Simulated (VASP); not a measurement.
# Zr3PdSe4 (P-6m2) in VASP: single point with r2SCAN

Aim: the single point of Zr3PdSe4 with r2SCAN.

Everything below comes from runs of VASP 6.6.1. Logs are shortened: lines on timing, memory, paths and dates and some standing lists are left out, and cuts for length are marked.

### Step 1. The crystal as given

The structure is hexagonal, space group P-6m2 (No. 187). The conventional cell has a = 7.164 Å, b = 7.164 Å, c = 3.653 Å, α = 90.00°, β = 90.00°, γ = 120.00°. Zr (site symmetry mm2) has 6 Se at 2.72 to 2.85 Å as nearest neighbours. Around Pd (site symmetry -6m2) lie 6 Se at 2.75 Å. Around Se (site symmetry mm2) lie 4 Zr at 2.72 Å and 2 Pd at 2.75 Å. Around Se (site symmetry -6m2) lie 6 Zr at 2.85 Å.

The cell was built by a generator and needn't be a form met in nature.

### Step 2. Single point, r2SCAN

Input file INCAR:

```
SYSTEM = Zr3PdSe4
PREC = Accurate
ENCUT = 520
EDIFF = 1E-6
ISMEAR = 0
SIGMA = 0.1
LREAL = .False.
LASPH = .True.
NELM = 150
ALGO = Normal
ISIF = 2
LWAVE = .False.
LCHARG = .False.
METAGGA = R2SCAN
LMIXTAU = .True.
KPAR = 4
```

Input file KPOINTS:

```
regular mesh
0
Gamma
  6 6 8
  0 0 0
```

Input file POSCAR:

```
Zr3PdSe4
1.0
    7.1639380000      0.0000000000      0.0000000000
   -3.5819690000      6.2041530000      0.0000000000
    0.0000000000      0.0000000000      3.6531700000
Zr Pd Se
3 1 4
Direct
    0.0193760000      0.5096880000      0.0000000000
    0.4903120000      0.9806240000      0.0000000000
    0.4903120000      0.5096880000      0.0000000000
    0.0000000000      0.0000000000      0.0000000000
    0.1661410000      0.8338590000      0.5000000000
    0.1661410000      0.3322820000      0.5000000000
    0.6666670000      0.3333330000      0.5000000000
    0.6677180000      0.8338590000      0.5000000000
```

Potentials or basis: VASP PAW PBE potentials, release 64 (Zr_sv, Pd, Se).

Launch:

```
> cat potpaw_PBE.64/Zr_sv/POTCAR potpaw_PBE.64/Pd/POTCAR potpaw_PBE.64/Se/POTCAR > POTCAR
> mpirun -np 4 vasp_std > vasp.out
```

OUTCAR:

```text
SYSTEM = Zr3PdSe4
   PREC = Accurate
   ENCUT = 520
   EDIFF = 1E-6
   ISMEAR = 0
   LREAL = .False.
   LASPH = .True.
   NELM = 150
   ISIF = 2
   METAGGA = R2SCAN

 ion  position               nearest neighbor table
   1  0.019  0.510  0.000-   6 2.72   6 2.72   5 2.72   5 2.72   7 2.85   7 2.85   3 3.37   2 3.37
                             4 3.58   4 3.58   3 3.79   2 3.79
   2  0.490  0.981  0.000-   5 2.72   8 2.72   5 2.72   8 2.72   7 2.85   7 2.85   1 3.37   3 3.37
                             4 3.58   4 3.58   3 3.79   1 3.79
   3  0.490  0.510  0.000-   6 2.72   6 2.72   8 2.72   8 2.72   7 2.85   7 2.85   1 3.37   2 3.37
                             4 3.58   4 3.58   1 3.79   2 3.79
   4  0.000  0.000  0.000-   8 2.75   8 2.75   5 2.75   5 2.75   6 2.75   6 2.75   2 3.58   2 3.58
                             3 3.58   1 3.58   1 3.58   3 3.58
   5  0.166  0.834  0.500-   2 2.72   2 2.72   1 2.72   1 2.72   4 2.75   4 2.75
   6  0.166  0.332  0.500-   1 2.72   3 2.72   1 2.72   3 2.72   4 2.75   4 2.75
   7  0.667  0.333  0.500-   1 2.85   1 2.85   2 2.85   2 2.85   3 2.85   3 2.85
   8  0.668  0.834  0.500-   2 2.72   2 2.72   3 2.72   3 2.72   4 2.75   4 2.75

  LATTYP: Found a hexagonal cell.
 ALAT       =     7.1639380000
 C/A-ratio  =     0.5099388074

  Lattice vectors:

 A1 = (   7.1639380000,   0.0000000000,   0.0000000000)
 A2 = (  -3.5819690000,   6.2041530000,   0.0000000000)
 A3 = (   0.0000000000,   0.0000000000,   3.6531700000)

Analysis of symmetry for initial positions (statically):
=====================================================================
 Subroutine PRICEL returns:
 Original cell was already a primitive cell.

 Routine SETGRP: Setting up the symmetry group for a
 hexagonal supercell.

 Subroutine GETGRP returns: Found 12 space group operations
 (whereof 12 operations were pure point group operations)
 out of a pool of 24 trial point group operations.

The static configuration has the point symmetry D_3h.

Analysis of symmetry for dynamics (positions and initial velocities):
=====================================================================
 Subroutine PRICEL returns:
 Original cell was already a primitive cell.

 Routine SETGRP: Setting up the symmetry group for a
 hexagonal supercell.

 Subroutine GETGRP returns: Found 12 space group operations
 (whereof 12 operations were pure point group operations)
 out of a pool of 24 trial point group operations.

The dynamic configuration has the point symmetry D_3h.

[... 117 lines left out ...]
   ISYM   =      2    0-nonsym 1-usesym 2-fastsym
   POTIM  = 0.5000    time-step for ionic-motion
   TEBEG  =    0.0;   TEEND  =   0.0 temperature during run
   PSTRESS=    0.0 pullay stress
   NELECT =      70.0000    total number of electrons
   NUPDOWN=      -1.0000    fix difference up-down
   EMIN   =  10.00;   EMAX   =-10.00  energy-range for DOS
   EFERMI =   0.00;   METHOD = LEGACY
   ISMEAR =     0;   SIGMA  =   0.10  broadening in eV -4-tet -1-fermi 0-gaus
   EFERMI_NEDOS =   21; number of points for ismear=-14 and -15
   IALGO  =     38    algorithm
   IMIX   =      4    mixing-type and parameters
     AMIX     =   0.40;   BMIX     =  1.00
     AMIX_MAG =   1.60;   BMIX_MAG =  1.00
  volume/ion in A,a.u.               =      20.30       136.97
  Fermi-wavevector in a.u.,A,eV,Ry     =   1.236724  2.337069 20.809923  1.529486
  Thomas-Fermi vector in A             =   2.371321
   LORBIT       =      0    0 simple, 1 ext, 2 COOP (PROOUT), +10 PAW based schemes
   METAGGA = R2SCAN    functional components
   LHFCALC =     F    Hartree Fock is set to
   AEXX    =    0.0000 exact exchange contribution
   IVDW    =     0    specifies the selected vdW correction
   LEPSILON=     F    determine dielectric tensor
   LRPA    =     F    only Hartree local field effects (RPA)
 non-spin polarized calculation
 Gauss-broadening in eV      SIGMA  =   0.10
  energy-cutoff  :      520.00
  volume of cell :      162.37
 maximum number of plane-waves:      4404
 NGX is ok and might be reduce to    54
   NGX = 27   NGY = 27   NGZ = 13

 number of electron      70.0000006 magnetization

 Free energy of the ion-electron system (eV)
  ---------------------------------------------------
  ext. energy  EPLUGINS =         0.00000000
  ---------------------------------------------------
  free energy    TOTEN  =      -158.04165049 eV

  energy without entropy =     -158.01617169  energy(sigma->0) =     -158.02891109

 E-fermi :   8.2675     XC(G=0): -11.6035

 val. band max:        8.2634847526   @ k =   0.0000   0.0000   0.1250
 cond. band min:       8.2686458198   @ k =   0.1667   0.1667   0.2500
 fundamental gap:      0.0051610672
 Fermi energy:         8.2675312622

 k-point     1 :       0.0000    0.0000    0.0000
  band No.  band energies     occupation
      1     -43.2670      2.00000
      2     -43.2412      2.00000
      3     -43.2412      2.00000
      4     -20.7860      2.00000
      5     -20.7859      2.00000
      6     -20.6975      2.00000
[... 1069 lines left out ...]
     41      10.5428      0.00000
     42      10.7552      0.00000

 [... further k-points ...]

------------------------ aborting loop because EDIFF is reached ----------------------------------------

  FORCE on cell =-STRESS in cart. coord.  units (eV):
  Direction    XX          YY          ZZ          XY          YZ          ZX
  --------------------------------------------------------------------------------------
  -------------------------------------------------------------------------------------
  Total       -0.4437159     -0.4437160     -1.1981188      0.0000000      0.0000000      0.0000000
  in kB       -4.3783589     -4.3783599    -11.8224168      0.0000000      0.0000000      0.0000000
  external PRESSURE =      -6.8597119 kB  Pullay stress =       0.0000000 kB

 VOLUME and BASIS-vectors are now :
 -----------------------------------------------------------------------------
  energy-cutoff  :      520.00
  volume of cell :      162.37
      direct lattice vectors                 reciprocal lattice vectors
     7.163938000  0.000000000  0.000000000     0.139588031  0.080591178  0.000000000
    -3.581969000  6.204153000  0.000000000     0.000000000  0.161182356  0.000000000
     0.000000000  0.000000000  3.653170000     0.000000000  0.000000000  0.273734866

 POSITION                                       TOTAL-FORCE (eV/Angst)
 -----------------------------------------------------------------------------------
     -1.68688      3.16218      0.00000         0.134775      0.077812      0.000000
      0.00000      6.08394      0.00000         0.000000     -0.155624      0.000000
      1.68688      3.16218      0.00000        -0.134775      0.077812      0.000000
      0.00000      0.00000      0.00000         0.000000     -0.000000      0.000000
     -1.79663      5.17339      1.82658        -0.004231      0.002443      0.000000
      0.00000      2.06153      1.82658         0.000000     -0.004885     -0.000000
      3.58197      2.06805      1.82658         0.000000     -0.000000      0.000000
      1.79663      5.17339      1.82658         0.004231      0.002443      0.000000
 -----------------------------------------------------------------------------------
    total drift:                               -0.001120      0.000654     -0.000000

  FREE ENERGIE OF THE ION-ELECTRON SYSTEM (eV)
  ---------------------------------------------------
  free  energy   TOTEN  =      -158.0416504884 eV

  energy  without entropy=     -158.0161716935  energy(sigma->0) =     -158.02891109
```

Wall time 10 min (4 MPI ranks of AMD EPYC 7R43 (Zen 3), shared host); peak memory 0.41 GiB.

Results:

* Free energy: -158.0417 eV
* Pressure: -0.7 GPa
* Largest force: 0.156 eV/Å
* Band gap on the k mesh: none (metal or under the smearing width)

Forces in eV/Å, atoms in the order of the input:
```
Zr   0.135  0.078  0.000
Zr   0.000 -0.156  0.000
Zr  -0.135  0.078  0.000
Pd   0.000  0.000  0.000
Se  -0.004  0.002  0.000
Se   0.000 -0.005  0.000
Se   0.000  0.000  0.000
Se   0.004  0.002  0.000
```

Levels at points of the mesh, in eV from the Fermi level:
```tsv
k point	band 33	band 34	band 35	band 36	band 37	band 38
(0.00, 0.00, 0.00)	-1.72	-1.72	-0.14	-0.14	1.02	1.07
(0.50, 0.00, 0.00)	-1.62	-1.60	-0.09	-0.08	0.69	0.79
(0.00, 0.00, 0.50)	-0.69	-0.63	-0.25	-0.25	1.48	1.48
(0.50, 0.00, 0.50)	-1.03	-0.82	-0.16	-0.01	1.09	1.30
```

Caveat: the PAW data sets were made with another functional, which shifts forces and pressure a little.
